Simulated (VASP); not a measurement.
```yaml
crystal:
  lattice:
    - [-2.29000, 2.29000, 2.29000]
    - [2.29000, -2.29000, 2.29000]
    - [2.29000, 2.29000, -2.29000]
  atoms:
    - { symbol: Eu, position: [0.00000, 0.00000, 0.00000] }
```

The base run (VASP): PBE GGA, plane waves, VASP's PBE PAW potentials (set 64). Settings: 400 eV cut-off, 10×10×10 Γ-centred mesh, first-order Methfessel-Paxton smearing of 0.10 eV, potentials Eu_2.

The 4f electrons are frozen in the core of the lanthanide potential, so 4f levels, which can set the real gap, and their magnetism are missing.

One setting is varied; ΔE counts from the base run. The base run took about 8 core-seconds. Times come from single runs on busy shared machines, so they are rough: good to a factor of about 2.

Pressures at a finite cut-off, here 400 eV, hold a Pulay part, which this task's highest cut-off puts under 0.2 GPa.

```tsv
setting	cost over the base run	electronic steps	ΔE (meV/atom)	pressure (GPa)
SYMPREC = 1E-3	within a factor of 2	10	0.0	-0.93
ISYM = 1	within a factor of 2	10	0.0	-0.93
base run	reference	10	0.0	-0.93
ISYM = 0	about 9 times	10	0.0	-0.93
ISYM = -1	about 20 times	10	0.0	-0.93
```

Left out are runs that failed, have no time on record or changed the cell.

The compound is Eu in the bcc structure. The cell was not relaxed at this level.
